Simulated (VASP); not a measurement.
An input for Ansatz (written as the equivalent of a VASP run, and not itself run):

Ansatz 0.2 input:
```yaml
crystal:
  lattice:
    - [3.4245330, 0.0000000, 0.0000000]
    - [-1.7122670, 2.9657320, 0.0000000]
    - [0.0000000, 0.0000000, 11.0184570]
  atoms:
    - { symbol: Lu, position: [0.0000000, 0.0000000, 0.0000000] }
    - { symbol: Lu, position: [0.0000000, 0.0000000, 0.5000000] }
    - { symbol: Lu, position: [0.3333330, 0.6666670, 0.2500000] }
    - { symbol: Lu, position: [0.6666670, 0.3333330, 0.7500000] }
kpoints:
  mp_grid: { grid: [8, 8, 2] }
hamiltonian:
  xc: pbe
  pseudopotentials: { kind: paw }
scf:
  occupations: { method: gaussian, width: 0.1 }
  max_iter: 100
output: { forces: true, stress: true, eigenvalues: true }
```

Q: Write the VASP files for the same calculation (PBE).

A: One answer among several that fit: 
**KPOINTS**
```
Automatic mesh
0
Gamma
8 8 2
0 0 0
```

### POSCAR
```
Lu
3.4245330
  1.0000000000   0.0000000000   0.0000000000
 -0.5000001460   0.8660252361   0.0000000000
  0.0000000000   0.0000000000   3.2175064454
Lu
4
Direct
  0.0000000000   0.0000000000   0.0000000000
  0.0000000000   0.0000000000   0.5000000000
  0.3333330000   0.6666670000   0.2500000000
  0.6666670000   0.3333330000   0.7500000000
```

**INCAR**
```
ALGO  =  Normal
EDIFF  =  1E-6
ENCUT  =  300
GGA  =  PE
ISIF  =  2
ISMEAR  =  0
LASPH  =  .TRUE.
LCHARG  =  .FALSE.
LMAXMIX  =  6
LREAL  =  .FALSE.
LWAVE  =  .FALSE.
NELM  =  100
PREC  =  Accurate
SIGMA  =  0.1
SYSTEM  =  Lu
```

POTCAR, in this order: Lu_3 (PBE.64 set). Program: vasp_std.

The two are equivalent in intent, not identical: each code has its own PAW files, so the cut-off isn't converted (ENCUT is set for VASP's; basis.ecutwfc is left out, and Ansatz then takes the one that its files recommend); Ansatz stops its SCF on the density residual and VASP on the energy change (EDIFF).

The structure was generated: Lu was put into an ordered model structure, which need not be its known phase. The cell was not relaxed at this level.
